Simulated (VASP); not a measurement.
Computed with PBEsol GGA, VASP's PBE PAW potentials (set 64) (plane waves; VASP).

Input for VASP

**INCAR**
```
SYSTEM=Pb
PREC=Accurate; ENCUT=500; LREAL=F
LASPH=T
EDIFF=1E-6; NELM=100; ALGO=Normal
LMAXMIX=4
ISMEAR=1; SIGMA=0.1
GGA=PS
IBRION=2; NSW=40; ISIF=3
EDIFFG=-0.02; PSTRESS=100
LWAVE=F; LCHARG=F
```

POSCAR:
```
Pb
1.0
  0.0000000000   2.3484400452   2.3484400452
  2.3484400452   0.0000000000   2.3484400452
  2.3484400452   2.3484400452   0.0000000000
Pb
1
direct
  0.0000000000   0.0000000000   0.0000000000
```

File KPOINTS:
```
kpoints
0
Gamma
13 13 13
```

POTCAR, in this order: Pb_d (PBE.64 set). Program: vasp_std.

The run wrote:

### OSZICAR
```
       N       E                     dE             d eps       ncg     rms          rms(c)
DAV:   1     0.101561432104E+03    0.10156E+03   -0.72322E+03  1865   0.152E+03
DAV:   2     0.335363015219E+00   -0.10123E+03   -0.99171E+02  1893   0.332E+02
DAV:   3    -0.381859498698E+01   -0.41540E+01   -0.41269E+01  2156   0.800E+01
DAV:   4    -0.390777509702E+01   -0.89180E-01   -0.89160E-01  2213   0.121E+01
DAV:   5    -0.391167420445E+01   -0.38991E-02   -0.38989E-02  2336   0.234E+00    0.783E-01
DAV:   6    -0.389223219106E+01    0.19442E-01   -0.25448E-02  2234   0.338E+00    0.361E-01
DAV:   7    -0.388667760853E+01    0.55546E-02   -0.10430E-02  2193   0.201E+00    0.919E-02
DAV:   8    -0.388623416411E+01    0.44344E-03   -0.46530E-04  2703   0.431E-01    0.856E-03
DAV:   9    -0.388623072538E+01    0.34387E-05   -0.74288E-06  2239   0.563E-02    0.457E-03
DAV:  10    -0.388622967778E+01    0.10476E-05   -0.32473E-07  1212   0.906E-03    0.132E-04
DAV:  11    -0.388622968229E+01   -0.45102E-08   -0.54598E-08  1089   0.443E-03
   1 F= -.22694239E+01 E0= -.22691440E+01  d E =-.226942E+01
```

File OUTCAR:
```
------------------------ aborting loop because EDIFF is reached ----------------------------------------
  FORCE on cell =-STRESS in cart. coord.  units (eV):
  Direction    XX          YY          ZZ          XY          YZ          ZX
  --------------------------------------------------------------------------------------
  Total        1.6063186      1.6063186      1.6063186     -0.0000000     -0.0000000      0.0000000
  in kB       99.3513672     99.3513672     99.3513672     -0.0000000     -0.0000000      0.0000000
  external PRESSURE =      -0.6486328 kB  Pullay stress =     100.0000000 kB
  volume of cell :       25.90
      direct lattice vectors                 reciprocal lattice vectors
     0.000000000  2.348440045  2.348440045    -0.212907288  0.212907288  0.212907288
     2.348440045  0.000000000  2.348440045     0.212907288 -0.212907288  0.212907288
     2.348440045  2.348440045  0.000000000     0.212907288  0.212907288 -0.212907288
 POSITION                                       TOTAL-FORCE (eV/Angst)
 -----------------------------------------------------------------------------------
      0.00000      0.00000      0.00000        -0.000000      0.000000     -0.000000
 -----------------------------------------------------------------------------------
    total drift:                               -0.000000     -0.000000     -0.000000
  FREE ENERGIE OF THE ION-ELECTRON SYSTEM (eV)
  ---------------------------------------------------
  free  energy   TOTEN  =        -3.8862296823 eV

  energy  without entropy=       -3.8853898083  energy(sigma->0) =       -3.88594972
  enthalpy is  TOTEN    =        -2.2694239320 eV   P V=        1.6168057503

 reached required accuracy - stopping structural energy minimisation
```
(Selected blocks of OUTCAR.)

### OUTCAR
```
 val. band max:        9.0642596726   @ k =  -0.3846   0.4615   0.0769

 cond. band min:       9.0963834209   @ k =  -0.4615   0.3846   0.0000


 Fermi energy:         9.0812525733

 k-point     1 :       0.0000    0.0000    0.0000
  band No.  band energies     occupation
      1      -8.1462      2.00000
      2      -8.1462      2.00000
      3      -8.1462      2.00000
      4      -7.9195      2.00000
      5      -7.9195      2.00000
      6      -3.9474      2.00000
      7      17.7034      0.00000
      8      17.7034      0.00000
      9      17.7034      0.00000
     10      18.8145      0.00000
     11      22.3446      0.00000

 k-point     2 :       0.0769    0.0000    0.0000
  band No.  band energies     occupation
      1      -8.1480      2.00000
      2      -8.1329      2.00000
      3      -8.1329      2.00000
      4      -7.9209      2.00000
      5      -7.9209      2.00000
      6      -3.8138      2.00000
      7      16.1402      0.00000
      8      17.5420      0.00000
      9      17.5420      0.00000
     10      18.7108      0.00000
     11      22.6410      0.00000

 k-point     3 :       0.1538    0.0000    0.0000
  band No.  band energies     occupation
      1      -8.1555      2.00000
      2      -8.1041      2.00000
      3      -8.1041      2.00000
      4      -7.9158      2.00000
      5      -7.9158      2.00000
      6      -3.4092      2.00000
      7      13.4241      0.00000
      8      17.1352      0.00000
      9      17.1352      0.00000
     10      18.6306      0.00000
     11      22.4690      0.00000

 k-point     4 :       0.2308    0.0000    0.0000
  band No.  band energies     occupation
      1      -8.1720      2.00000
      2      -8.0896      2.00000
      3      -8.0896      2.00000
      4      -7.8812      2.00000
      5      -7.8812      2.00000
      6      -2.7290      2.00000
      7      10.6871     -0.00000
      8      16.6236      0.00000
      9      16.6236      0.00000
...
```

Unless said otherwise, spin-orbit coupling is left out, though it shifts the bands of the heavy elements here.

The compound is Pb in the fcc structure. It was relaxed first under an external pressure of 10 GPa.
